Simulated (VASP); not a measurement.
VASP ran on this input.

### POSCAR
```
SrO
1
    0.0000000000     2.3843872587     2.3843872587
    2.3843872587     0.0000000000     2.3843872587
    2.3843872587     2.3843872587     0.0000000000
Sr O
1 1
Direct
  0.0000000000   0.0000000000   0.0000000000
  0.5000000000   0.5000000000   0.5000000000
```

File KPOINTS:
```
Regular mesh
0
G
  10 10 10
```

**INCAR**
```
SYSTEM = SrO
PREC = Accurate
ENCUT = 620
EDIFF = 1E-6
NELM = 100
ALGO = Normal
LREAL = .FALSE.
LASPH = .TRUE.
ISMEAR = 0
SIGMA = 0.05
LMAXMIX = 4
LWAVE = .FALSE.
LCHARG = .FALSE.
IBRION = 2
ISIF = 3
NSW = 40
EDIFFG = -0.02
PSTRESS = 450
```

POTCAR, in this order: Sr_sv O (LDA.64 set). Program: vasp_std.

Q: Write an equivalent input for Ansatz.

A: One equivalent input (not run):
Ansatz 0.2 input:
```yaml
crystal:
  lattice:
    - [0.0000000, 2.3843873, 2.3843873]
    - [2.3843873, 0.0000000, 2.3843873]
    - [2.3843873, 2.3843873, 0.0000000]
  atoms:
    - { symbol: Sr, position: [0.0000000, 0.0000000, 0.0000000] }
    - { symbol: O, position: [0.5000000, 0.5000000, 0.5000000] }
kpoints:
  mp_grid: { grid: [10, 10, 10] }
hamiltonian:
  xc: lda
  pseudopotentials: { kind: paw }
scf:
  occupations: { method: gaussian, width: 0.05 }
  max_iter: 100
relax:
  max_steps: 40
  f_tol: 0.02
  cell: { p_target: 45 }
output: { forces: true, stress: true, eigenvalues: true }
```
Limits of the translation: each code has its own PAW files, so the cut-off isn't converted (ENCUT is set for VASP's; basis.ecutwfc is left out, and Ansatz then takes the one that its files recommend); Ansatz stops its SCF on the density residual and VASP on the energy change (EDIFF); Ansatz's lda is the Perdew-Wang form, while the LDA potentials of VASP carry Perdew-Zunger's.

The compound is SrO in the rock salt structure. This run relaxes it under an external pressure of 45 GPa. Symmetry was kept, so distortions that lower it aren't found.
